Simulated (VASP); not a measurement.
Method: SCAN meta-GGA, VASP's PBE PAW potentials (set 64) (plane waves; VASP 6.6.1).

VASP input:

POSCAR:
```
NaCl
1
    0.0000000000     2.7278374455     2.7278374455
    2.7278374455     0.0000000000     2.7278374455
    2.7278374455     2.7278374455     0.0000000000
Na Cl
1 1
Direct
  0.0000000000   0.0000000000   0.0000000000
  0.5000000000   0.5000000000   0.5000000000
```

INCAR:
```
SYSTEM = NaCl
PREC = Accurate
ENCUT = 520
EDIFF = 1E-7
NELM = 100
ALGO = Normal
LREAL = .FALSE.
LASPH = .TRUE.
ISMEAR = 0
SIGMA = 0.05
METAGGA = SCAN
LMIXTAU = .TRUE.
LWAVE = .FALSE.
LCHARG = .FALSE.
ISIF = 2
```

### KPOINTS
```
Automatic
0
G
  8 8 8
```

POTCAR, in this order: Na_pv Cl (PBE.64 set). Program: vasp_std.

The resulting files:

OSZICAR:
```
       N       E                     dE             d eps       ncg     rms          rms(c)
DAV:   1     0.879180981807E+02    0.87918E+02   -0.75286E+03   644   0.133E+03
DAV:   2    -0.101003865441E+02   -0.98018E+02   -0.91889E+02   730   0.305E+02
DAV:   3    -0.182520118973E+02   -0.81516E+01   -0.81096E+01   752   0.856E+01
DAV:   4    -0.184230552630E+02   -0.17104E+00   -0.17085E+00   740   0.135E+01
DAV:   5    -0.184272370727E+02   -0.41818E-02   -0.41816E-02   792   0.209E+00    0.227E+00
DAV:   6    -0.159603440886E+02    0.24669E+01   -0.69067E-01   689   0.102E+01    0.217E+00
DAV:   7    -0.161362617443E+02   -0.17592E+00   -0.17876E-01   647   0.672E+00    0.754E-01
DAV:   8    -0.164851353685E+02   -0.34887E+00   -0.28298E-01   644   0.601E+00    0.965E-01
DAV:   9    -0.162492298877E+02    0.23591E+00   -0.75934E-02   644   0.386E+00    0.459E-01
DAV:  10    -0.162825239074E+02   -0.33294E-01   -0.54692E-02   644   0.383E+00    0.224E-01
DAV:  11    -0.162724729135E+02    0.10051E-01   -0.24893E-03   671   0.761E-01    0.191E-01
DAV:  12    -0.162717560043E+02    0.71691E-03   -0.13836E-04   843   0.147E-01    0.215E-01
DAV:  13    -0.162708395237E+02    0.91648E-03   -0.84820E-04   647   0.422E-01    0.158E-02
DAV:  14    -0.162710649171E+02   -0.22539E-03   -0.69294E-05   662   0.122E-01    0.241E-02
DAV:  15    -0.162710601727E+02    0.47444E-05   -0.83306E-07   800   0.137E-02    0.234E-02
DAV:  16    -0.162710490345E+02    0.11138E-04   -0.96545E-06   656   0.504E-02    0.421E-03
DAV:  17    -0.162710135134E+02    0.35521E-04   -0.47187E-06   650   0.314E-02    0.267E-03
DAV:  18    -0.162710210820E+02   -0.75686E-05   -0.15142E-06   650   0.203E-02    0.221E-03
DAV:  19    -0.162710247307E+02   -0.36487E-05   -0.69594E-07   662   0.134E-02    0.112E-03
DAV:  20    -0.162710253029E+02   -0.57220E-06   -0.84583E-08   665   0.393E-03    0.981E-04
DAV:  21    -0.162710231675E+02    0.21354E-05   -0.41783E-08   656   0.294E-03    0.492E-04
DAV:  22    -0.162710232084E+02   -0.40882E-07   -0.37384E-09   337   0.704E-04
   1 F= -.16271023E+02 E0= -.16271023E+02  d E =-.663841E-20
```

File OUTCAR:
```
------------------------ aborting loop because EDIFF is reached ----------------------------------------
  FORCE on cell =-STRESS in cart. coord.  units (eV):
  Direction    XX          YY          ZZ          XY          YZ          ZX
  --------------------------------------------------------------------------------------
  Total        0.4742619      0.4742619      0.4742619      0.0000000      0.0000000      0.0000000
  in kB       18.7173072     18.7173072     18.7173072      0.0000000      0.0000000      0.0000000
  external PRESSURE =      18.7173072 kB  Pullay stress =       0.0000000 kB
  volume of cell :       40.60
      direct lattice vectors                 reciprocal lattice vectors
     0.000000000  2.727837446  2.727837446    -0.183295380  0.183295380  0.183295380
     2.727837446  0.000000000  2.727837446     0.183295380 -0.183295380  0.183295380
     2.727837446  2.727837446  0.000000000     0.183295380  0.183295380 -0.183295380
  FREE ENERGIE OF THE ION-ELECTRON SYSTEM (eV)
  ---------------------------------------------------
  free  energy   TOTEN  =       -16.2710232084 eV

  energy  without entropy=      -16.2710232084  energy(sigma->0) =      -16.27102321
```
(Selected blocks of OUTCAR.)

File OUTCAR:
```
 val. band max:       -0.5817504183   @ k =   0.0000   0.0000   0.0000

 cond. band min:       5.7332726980   @ k =   0.0000   0.0000   0.0000


 Fermi energy:        -0.2745326521

 k-point     1 :       0.0000    0.0000    0.0000
  band No.  band energies     occupation
      1     -21.9745      2.00000
      2     -21.9745      2.00000
      3     -21.9743      2.00000
      4     -14.0862      2.00000
      5      -0.5818      2.00000
      6      -0.5818      2.00000
      7      -0.5818      2.00000
      8       5.7333      0.00000
      9      11.2777      0.00000
     10      11.2778      0.00000
     11      11.2778      0.00000

 k-point     2 :       0.1250    0.0000    0.0000
  band No.  band energies     occupation
      1     -21.9813      2.00000
      2     -21.9749      2.00000
      3     -21.9747      2.00000
      4     -14.0233      2.00000
      5      -1.0010      2.00000
      6      -0.6347      2.00000
      7      -0.6347      2.00000
      8       6.2628      0.00000
      9      10.7421      0.00000
     10      11.5127      0.00000
     11      11.5129      0.00000

 k-point     3 :       0.2500    0.0000    0.0000
  band No.  band energies     occupation
      1     -21.9975      2.00000
      2     -21.9758      2.00000
      3     -21.9757      2.00000
      4     -13.8660      2.00000
      5      -1.8475      2.00000
      6      -0.7579      2.00000
      7      -0.7579      2.00000
      8       7.2037      0.00000
      9      10.3714      0.00000
     10      11.7379      0.00000
     11      11.7383      0.00000

 k-point     4 :       0.3750    0.0000    0.0000
  band No.  band energies     occupation
      1     -22.0134      2.00000
      2     -21.9768      2.00000
      3     -21.9766      2.00000
      4     -13.7008      2.00000
      5      -2.5612      2.00000
      6      -0.8752      2.00000
      7      -0.8752      2.00000
      8       7.5322      0.00000
      9      11.1315      0.00000
...
```

The compound is NaCl in the rock salt structure. This cell is one point of a volume scan, at 0.94 of the reference volume.
